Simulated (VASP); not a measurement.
Input:

```yaml
crystal:
  lattice:
    - [4.25905, 0.00000, 0.00000]
    - [0.00000, 4.25905, 0.00000]
    - [0.00000, 0.00000, 4.25905]
  atoms:
    - { symbol: Cu, position: [0.75000, 0.25000, 0.75000] }
    - { symbol: Cu, position: [0.25000, 0.75000, 0.75000] }
    - { symbol: Cu, position: [0.75000, 0.75000, 0.25000] }
    - { symbol: Cu, position: [0.25000, 0.25000, 0.25000] }
    - { symbol: O, position: [0.00000, 0.00000, 0.00000] }
    - { symbol: O, position: [0.50000, 0.50000, 0.50000] }
```

Method: r2SCAN meta-GGA, VASP's PBE PAW potentials (set 64) (plane waves; VASP). Settings: 520 eV cut-off, 6×6×6 Γ-centred mesh, tetrahedra with Blöchl corrections, potentials Cu O.

The cores are frozen, which limits the accuracy of field gradients.

### Question
Give the principal components of the electric field gradient (V/Å²) and the asymmetry η at each nucleus.

### Answer

| atom | Vxx | Vyy | Vzz | η |
|---|---|---|---|---|
| Cu1 | 33.3 | 33.3 | -66.5 | 0.00 |
| Cu2 | 33.3 | 33.3 | -66.5 | 0.00 |
| Cu3 | 33.3 | 33.3 | -66.5 | 0.00 |
| Cu4 | 33.3 | 33.3 | -66.5 | 0.00 |
| O5 | 0.0 | 0.0 | 0.0 | - |
| O6 | 0.0 | 0.0 | 0.0 | - |

The compound is Cu2O in the cuprite structure. It was relaxed first.
